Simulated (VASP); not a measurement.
Consider the following.

```
CELL_PARAMETERS angstrom
      3.89326     0.00000     0.00000
      0.00000     3.89326     0.00000
      0.00000     0.00000     3.89326
ATOMIC_POSITIONS crystal
  Tl 0.00000 0.00000 0.00000
  Cl 0.50000 0.50000 0.50000
```

Computed with PBE GGA, VASP's PBE PAW potentials (set 64) (plane waves; VASP). Run with 400 eV cut-off, 9×9×9 Γ-centred mesh, Gaussian smearing of 0.010 eV, potentials Tl_d Cl.

### Question
Predict the energy per atom (σ→0).

### Answer

```yaml
energy per atom (σ→0): -3.008 eV/atom
```

Total energies compare only between runs with the same potentials, cut-off and functional.

The compound is TlCl in the CsCl type structure. It was relaxed first.
